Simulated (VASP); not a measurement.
Method: HSE06 screened hybrid, VASP's PBE PAW potentials (set 64) (plane waves; VASP).

The input files of a VASP run:

### POSCAR
```
CuGa31As32
1
   11.5222104216     0.0000000000     0.0000000000
    0.0000000000    11.5222104216     0.0000000000
    0.0000000000     0.0000000000    11.5222104216
Ga As Cu
31 32 1
Direct
  0.5000222192   0.0001151867   0.0002808707
  0.7496058787   0.2502709039   0.9997316050
  0.7495911160   0.9994637313   0.2507005799
  0.0000277332   0.9999914330   0.0000442378
  0.2505915418   0.2504773669   0.0007704571
  0.5000703902   0.5001103082   0.0001685071
  0.7495153654   0.7495887955   0.0005281524
  0.2506120684   0.0007635561   0.2507191589
  0.5022519071   0.2524955425   0.2524586623
  0.7476860300   0.4977169309   0.2524492480
  0.5000893235   0.0001103746   0.5001267261
  0.7475911703   0.2525374905   0.4977727218
  0.7493824416   0.0006562893   0.7494740535
  0.9999263387   0.5000246799   0.0003501843
  0.2503686075   0.7497583768   0.9998344759
  0.0006588954   0.2504574842   0.2506380394
  0.2523403215   0.5023150939   0.2524114254
  0.4977128746   0.7476926844   0.2523933595
  0.9998784681   0.0000116157   0.4999901984
  0.2522054503   0.2523452465   0.5022997568
  0.7476322307   0.7476719632   0.5022963886
  0.2505234576   0.9995374243   0.7495928481
  0.4976370254   0.2524134798   0.7479284413
  0.7478349598   0.5021633241   0.7480261307
  0.9995710670   0.7497170597   0.2506329629
  0.0000613826   0.5001036302   0.5001356614
  0.2522972672   0.7477247499   0.4977914455
  0.9995752382   0.2503928280   0.7496213102
  0.2520486871   0.4977475626   0.7480870694
  0.5021974790   0.7477690518   0.7480427434
  0.0004125250   0.7496370097   0.7495411823
  0.6251675349   0.1251464631   0.1253654160
  0.8748804791   0.3747869008   0.1253071870
  0.8748695816   0.1252293131   0.3749554480
  0.1251373902   0.1250932008   0.1251845931
  0.3753459255   0.3754273373   0.1258978114
  0.6247422832   0.6247501247   0.1259015765
  0.8749314131   0.8749489216   0.1251578702
  0.3754110332   0.1259765113   0.3755046573
  0.6203121499   0.3797170325   0.3796969569
  0.8742399784   0.6247342454   0.3753918676
  0.6246275147   0.1259933770   0.6247445080
  0.8742898062   0.3753372791   0.6247790155
  0.8749079373   0.1250595948   0.8749478041
  0.1251272523   0.6252008950   0.1253172332
  0.3748868546   0.8750118153   0.1253270623
  0.1258687137   0.3754034315   0.3754116582
  0.3794859073   0.6205999697   0.3796042155
  0.6246419395   0.8742222289   0.3754003105
  0.1251390334   0.1251083862   0.6251225074
  0.3792207290   0.3794490989   0.6209831149
  0.6206904059   0.6206545549   0.6209973559
  0.8747869772   0.8749455493   0.6251632654
  0.3748995284   0.1251359449   0.8750492957
  0.6247470654   0.3752780372   0.8744469535
  0.8749768197   0.6251865762   0.8750338274
  0.1251951802   0.8750198169   0.3749583409
  0.1258114725   0.6247740365   0.6247896592
  0.3753833428   0.8742571188   0.6247497265
  0.1250369215   0.3748246618   0.8751717270
  0.3752132522   0.6247549091   0.8744555437
  0.6251437941   0.8750528412   0.8750263651
  0.1250958302   0.8749408471   0.8749500001
  0.4997134916   0.5001048051   0.5006585221
```

KPOINTS:
```
Automatic mesh
0
Gamma
1 1 1
0 0 0
```

**INCAR**
```
AEXX = 0.25
EDIFF = 1E-5
LWAVE = .FALSE.
LMAXMIX = 4
SIGMA = 0.05   ! width (eV)
LREAL = Auto
GGA = PE   ! PBE
NELM = 50   ! most electronic steps
ENCUT = 400   ! plane-wave cut-off (eV)
ISIF = 0
SYSTEM = CuGa31As32
LHFCALC = .TRUE.
NELMIN = 4
ALGO = Normal
PREC = Normal
HFSCREEN = 0.2   ! 1/Angstrom
ISYM = 0
LASPH = .TRUE.   ! aspherical one-centre terms
PRECFOCK = Fast
LCHARG = .FALSE.
ISMEAR = 0   ! Gaussian
```

POTCAR, in this order: Ga As Cu (PBE.64 set). Program: vasp_gam. Read from the step before: WAVECAR.

Output

**OSZICAR**
```
       N       E                     dE             d eps       ncg     rms          rms(c)
DAV:   1    -0.310251148083E+03   -0.31025E+03   -0.22190E+01   439   0.228E+01    0.137E+01
DAV:   2    -0.310250982646E+03    0.16544E-03   -0.25858E+00   479   0.165E+01    0.907E+00
DAV:   3    -0.310210244608E+03    0.40738E-01   -0.52630E-01   460   0.694E+00    0.539E+00
DAV:   4    -0.310205200442E+03    0.50442E-02   -0.12329E-01   532   0.228E+00    0.310E+00
DAV:   5    -0.310217241633E+03   -0.12041E-01   -0.23916E-02   492   0.732E-01    0.180E+00
DAV:   6    -0.310243367767E+03   -0.26126E-01   -0.20975E-02   492   0.790E-01    0.108E+00
DAV:   7    -0.310249824256E+03   -0.64565E-02   -0.23387E-02   484   0.517E-01    0.627E-01
DAV:   8    -0.310249285528E+03    0.53873E-03   -0.15008E-02   452   0.259E-01    0.380E-01
DAV:   9    -0.310249501537E+03   -0.21601E-03   -0.10088E-02   468   0.205E-01    0.259E-01
DAV:  10    -0.310249590383E+03   -0.88846E-04   -0.65240E-03   476   0.169E-01    0.188E-01
DAV:  11    -0.310249466929E+03    0.12345E-03   -0.33233E-03   468   0.129E-01    0.141E-01
DAV:  12    -0.310249229712E+03    0.23722E-03   -0.11897E-03   484   0.899E-02    0.104E-01
DAV:  13    -0.310249024684E+03    0.20503E-03   -0.33468E-04   476   0.568E-02    0.703E-02
DAV:  14    -0.310248922979E+03    0.10171E-03   -0.11493E-04   452   0.377E-02    0.440E-02
DAV:  15    -0.310248909723E+03    0.13256E-04   -0.13431E-04   276   0.279E-02    0.249E-02
DAV:  16    -0.310248941423E+03   -0.31700E-04   -0.21700E-04   316   0.232E-02    0.193E-02
DAV:  17    -0.310248978390E+03   -0.36967E-04   -0.23068E-04   356   0.239E-02    0.223E-02
DAV:  18    -0.310249001795E+03   -0.23404E-04   -0.18796E-04   396   0.246E-02    0.233E-02
DAV:  19    -0.310249009101E+03   -0.73061E-05   -0.11482E-04   316   0.217E-02    0.220E-02
DAV:  20    -0.310249006437E+03    0.26637E-05   -0.66335E-05   332   0.182E-02
   1 F= -.31024901E+03 E0= -.31024846E+03  d E =-.109042E-02
```

OUTCAR:
```
------------------------ aborting loop because EDIFF is reached ----------------------------------------
  volume of cell :     1529.70
      direct lattice vectors                 reciprocal lattice vectors
    11.522210422  0.000000000  0.000000000     0.086788903  0.000000000  0.000000000
     0.000000000 11.522210422  0.000000000     0.000000000  0.086788903  0.000000000
     0.000000000  0.000000000 11.522210422     0.000000000  0.000000000  0.086788903
  FREE ENERGIE OF THE ION-ELECTRON SYSTEM (eV)
  ---------------------------------------------------
  free  energy   TOTEN  =      -310.2490064372 eV

  energy  without entropy=     -310.2479160142  energy(sigma->0) =     -310.24846123

  exchange ACFDT corr.  =         0.00000000  see jH, gK, PRB 81, 115126
```
(Selected blocks of OUTCAR.)

### OUTCAR
```
 val. band max:        2.0553964212   @ k =   0.0000   0.0000   0.0000

 cond. band min:       2.2617991314   @ k =   0.0000   0.0000   0.0000


 Fermi energy:         2.1620783808

 k-point     1 :       0.0000    0.0000    0.0000
  band No.  band energies     occupation
      1     -11.6295      2.00000
      2     -10.7720      2.00000
      3     -10.7428      2.00000
      4     -10.7424      2.00000
      5     -10.7407      2.00000
      6     -10.7381      2.00000
      7     -10.6680      2.00000
      8     -10.0978      2.00000
      9     -10.0925      2.00000
     10     -10.0894      2.00000
     11     -10.0889      2.00000
     12     -10.0881      2.00000
     13     -10.0854      2.00000
     14     -10.0829      2.00000
     15     -10.0819      2.00000
     16     -10.0517      2.00000
     17     -10.0465      2.00000
     18     -10.0449      2.00000
     19     -10.0334      2.00000
     20      -9.9188      2.00000
     21      -9.9179      2.00000
     22      -9.9087      2.00000
     23      -9.6849      2.00000
     24      -9.2769      2.00000
     25      -9.2760      2.00000
     26      -9.2435      2.00000
     27      -9.2162      2.00000
     28      -9.1959      2.00000
     29      -9.1948      2.00000
     30      -9.1098      2.00000
     31      -9.1079      2.00000
     32      -9.1066      2.00000
     33      -5.2565      2.00000
     34      -5.2470      2.00000
     35      -5.2414      2.00000
     36      -5.0590      2.00000
     37      -5.0387      2.00000
     38      -5.0366      2.00000
     39      -5.0358      2.00000
     40      -5.0354      2.00000
     41      -5.0039      2.00000
     42      -4.9868      2.00000
     43      -4.9857      2.00000
     44      -4.9850      2.00000
     45      -4.6705      2.00000
     46      -4.0486      2.00000
     47      -4.0456      2.00000
     48      -4.0452      2.00000
     49      -4.0430      2.00000
     50      -4.0218      2.00000
     51      -4.0146      2.00000
...
```

The supercell is sampled at Γ alone, which is coarse: total energies, pressure and levels can be off, energies of defects by several tenths of an eV.

The cell is a supercell with a defect, built from GaAs (zinc blende): Cu_Ga. The cell's shape comes from a PBE relaxation. The run is not spin-polarised, so no state with unpaired spins was tried.
